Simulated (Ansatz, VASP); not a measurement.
## One calculation of InFe2H3, two programs

```
In Fe H
1.0
     2.68810    0.00000    0.00000
     0.00000    2.68810    0.00000
     0.00000    0.00000    8.08135
In Fe H
1 2 3
Cartesian
  0.0000 0.0000 0.0000
  1.3440 1.3440 5.6853
  1.3440 1.3440 2.3961
  0.0000 0.0000 5.4574
  0.0000 0.0000 2.6240
  1.3440 1.3440 4.0407
```

Change from the starting cell: species swapped into the Er2Mg3Ru type (P4/mmm, No. 123).

Alike in both runs: functional PBE; k mesh 6 × 6 × 2; occupations gaussian, width 0.2 eV; collinear spin.

Ansatz relaxed the structure, and its values are those at the end. VASP's run is a single point on that final structure, the one shown.

|  | VASP | Ansatz |
| --- | --- | --- |
| version | VASP 6.6.1 | Ansatz 0.2.0 |
| potentials or method | VASP PAW PBE potentials, release 64 (In_d, Fe, H) | scalar-relativistic, plane waves, PAW |
| plane-wave cutoff (eV) | 520 | 420 |
| valence electrons in the cell | 32 | 48 |

```csv
,VASP,Ansatz,Ansatz less VASP
gap on the k mesh at the Fermi level (eV),none,none,-
pressure (GPa),0.0,0.1,+0.10
rms of the force components (eV/Å),0.023,0.024,+0.0007
net moment per atom (μB),0.74,0.75,+0.005
size of the moment on the site where the two differ most (μB),2.25,1.85,-0.408
```

Site moments also hang on the region over which each program counts them. A gap of «none» marks a metal or a gap that the smearing closes. The two sets of potentials don't hold the same shells in valence.

Caveats: the k mesh is coarse (spacing up to 0.39 Å⁻¹), so the values aren't converged.
